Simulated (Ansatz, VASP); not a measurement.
# AlGaAsN: VASP beside Ansatz, part 2 of 2

One calculation is typed for both programs; each brings its own data sets and cutoff. How far apart do they land? The cell is invented: As first built, before any earlier steps moved the atoms (in the runner's words): it takes the AlGaN2 structure with some of its atoms replaced by other elements, volume scaled by an estimate. It may not be a known or stable phase. The cell is taken from a series of VASP runs on this material, whose earlier steps may have relaxed, scaled or displaced it; both programs get it as it stands.

VASP 6.6.1 and Ansatz 0.2.0.

So far: The starting structure; Ansatz: relaxation of cell and atoms, revPBE; VASP: relaxation of cell and atoms, revPBE.

### 3. VASP: relaxation of cell and atoms, revPBE (continued)

Level of this step: revPBE; plane waves and PAW (As, Ga_d, Al, N); invented cell (VASP).

Numbers of over 12 decimals in the logs are rounded to 6 here.

Parts of OUTCAR (step 3):

```text
ion  position               nearest neighbor table
   1  0.000  0.000  0.632-   2 2.36   2 2.36   2 2.36   3 2.51
   2  0.667  0.333  0.445-   4 2.00   1 2.36   1 2.36   1 2.36
   3  0.000  0.000  0.046-   4 2.11   4 2.11   4 2.11   1 2.51
   4  0.667  0.333  0.114-   2 2.00   3 2.11   3 2.11   3 2.11

  LATTYP: Found a hexagonal cell.
 ALAT       =     3.5765096863
 C/A-ratio  =     1.6956077022

 Subroutine GETGRP returns: Found  6 space group operations
 (whereof  6 operations were pure point group operations)

The static configuration has the point symmetry C_3v.

 Found     17 irreducible k-points:

   k-points           NKPTS =     17   k-points in BZ     NKDIM =     17   number of bands    NBANDS=     19

   dimension x,y,z NGX =    28 NGY =   28 NGZ =   48
   dimension x,y,z NGXF=    56 NGYF=   56 NGZF=   96

   ENCUT  =  520.0 eV  38.22 Ry    6.18 a.u.   6.65  6.65 11.28*2*pi/ulx,y,z

   NELECT =      26.0000    total number of electrons

 k-points in reciprocal lattice and weights: Automatic mesh
   0.00000000  0.00000000  0.00000000       0.009
   0.16666667  0.00000000  0.00000000       0.056
   0.33333333  0.00000000  0.00000000       0.056
   0.50000000  0.00000000  0.00000000       0.028
   0.16666667  0.16666667  0.00000000       0.056
   0.33333333  0.16666667  0.00000000       0.111
   0.33333333  0.33333333  0.00000000       0.019
   0.00000000  0.00000000  0.33333333       0.019
   0.16666667  0.00000000  0.33333333       0.056
[...]
-0.16666667  0.50000000  0.33333333       0.111
   0.33333333  0.33333333  0.33333333       0.037

 average (electrostatic) potential at core
       1 -48.5882       2 -64.8965       3 -76.2006       4 -63.6321

 E-fermi :   6.0486

 k-point     1 :       0.0000    0.0000    0.0000
  band No.  band energies     occupation
    ...
      8      -1.7671      2.00000
      9       2.3931      2.00000
     10       2.3931      2.00000
     11       3.9283      2.00000
     12       4.8569      2.00000
     13       6.4267      0.00000
     14       6.4267      0.00000
     15       9.2336      0.00000
     16      10.9565      0.00000
     17      10.9565      0.00000
    ...

 k-point     2 :       0.1667    0.0000    0.0000
  band No.  band energies     occupation
    ...
     10       2.1851      2.00000
     11       3.7263      2.00000
     12       4.1214      2.00000
     13       5.8257      2.00000
     14       6.0144      1.66667
     15       9.3793      0.00000
     16      10.6518      0.00000
     17      11.3188      0.00000
     18      11.4894      0.00000
     19      12.3232      0.00000

 k-point     3 :       0.3333    0.0000    0.0000
  band No.  band energies     occupation
    ...
      9      -0.0819      2.00000
     10       1.2924      2.00000
     11       1.8104      2.00000
     12       3.1810      2.00000
     13       4.9832      2.00000
     14       7.1066      0.00000
     15       8.3632      0.00000
     16       9.4209      0.00000
     17      10.7405      0.00000
     18      11.3680      0.00000
    ...

  Total       -0.0035120     -0.0035120      0.0079876     -0.0000000      0.0000000      0.0000000
  in kB       -0.0834357     -0.0834357      0.1897639     -0.0000000      0.0000000      0.0000000
  external PRESSURE =       0.0076308 kB  Pullay stress =       0.0000000 kB

  energy-cutoff  :      520.00
  volume of cell :       67.44
      direct lattice vectors                 reciprocal lattice vectors
     3.573261238 -0.000000000  0.000000000     0.279856393  0.161575177  0.000000000
    -1.786630619  3.094534745 -0.000000000     0.000000000  0.323150355  0.000000000
    -0.000000000 -0.000000000  6.098901610    -0.000000000 -0.000000000  0.163963950

 POSITION                                       TOTAL-FORCE (eV/Angst)
 -----------------------------------------------------------------------------------
      0.00000     -0.00000      3.85335         0.000000     -0.000000      0.007083
      1.78663      1.03151      2.70378        -0.000000      0.000000     -0.007628
     -0.00000     -0.00000      0.28444        -0.000000      0.000000     -0.004446
      1.78663      1.03151      0.69911        -0.000000     -0.000000      0.004991
 -----------------------------------------------------------------------------------
    total drift:                               -0.000020      0.000002      0.000618

  FREE ENERGIE OF THE ION-ELECTRON SYSTEM (eV)
  ---------------------------------------------------
  free  energy   TOTEN  =       -19.7272114558 eV

  energy  without entropy=      -19.7262299486  energy(sigma->0) =      -19.72672070

 reached required accuracy - stopping structural energy minimisation

 total charge
# of ion       s       p       d       tot
------------------------------------------
    1        1.210   1.674   0.039   2.922
    2        0.860   0.914  10.056  11.830
    3        0.362   0.298   0.000   0.660
    4        1.248   2.390   0.000   3.638
--------------------------------------------------
tot          3.680   5.276  10.095  19.050

[... 3 further parts left out ...]
```

CONTCAR:

```
AlGaAsN
   1.00000000000000
     3.5732612378201249   -0.0000000000000526    0.0000000000000000
    -1.7866306188601533    3.0945347452083878   -0.0000000000000000
    -0.0000000000000000   -0.0000000000000000    6.0989016103280997
  As              Ga              Al              N
     1     1     1     1
Direct
     0.0000000000000000    0.0000000000000000    0.6318102766302186
     0.6666666699999979    0.3333333300000021    0.4433230830347217
     0.0000000000000000    0.0000000000000000    0.0466377217741627
     0.6666666699999979    0.3333333300000021    0.1146289286608957
```

The run keeps the 6 symmetry operations of its start, so it cannot find a distortion of lower symmetry.

### 4. Comparison

Known differences besides the potentials themselves: both relaxations stop at a tolerance, which leaves soft axes loose, and VASP keeps its plane-wave basis; the data sets hold 36 valence electrons in Ansatz (default PAW (the set named soft_2) files) and 26 in VASP; the cutoff is 420 eV in Ansatz and 520 eV in VASP; Ansatz makes its cores anew for this functional, VASP keeps those of its PBE data sets; VASP leaves aspherical gradient terms in its spheres out (LASPH is not set), Ansatz keeps them; Ansatz adds a Pulay correction to the stress that steers its cell, VASP none. Total energies have different zeros and are not compared.

Both answers:

| quantity | Ansatz | VASP | difference |
| --- | --- | --- | --- |
| volume (Å³) | 67.40 | 67.44 | -0.06 % |
| edge a after relaxation, in the typed setting (Å) | 3.573 | 3.573 | -0.01 % |
| edge c after relaxation, in the typed setting (Å) | 6.097 | 6.099 | -0.03 % |

The walks stopped with 0.00 GPa left in Ansatz and 0.00 GPa in VASP; each walk ends within a tolerance, so the volume difference is uncertain by about these residues over the bulk modulus, most in soft cells.

### 5. Outcome

```
difference in volume (relaxation of cell and atoms, revPBE) : -0.059 %
```

In words: The difference in volume is -0.059 % (relaxation of cell and atoms, revPBE), within the 1.2 % picked in this series as the mark of a large difference, as far as the stopping tolerances let one tell. Such differences can come from data sets, numerical settings and the points named under the comparisons, not from the functional's error against experiment.

[Lines on the potential files, build, host, timing and source positions are cut from VASP's logs without a mark.]

[Logs are printed without paths, hosts, clocks, repeated set-up lines and the standing remarks that a program may print on its own settings, such as how far it seeks lower states.]

[Hosts, paths, dates, database ids (printed as entryN), source tags and the programs' standing remarks are cut or masked in the printed files.]
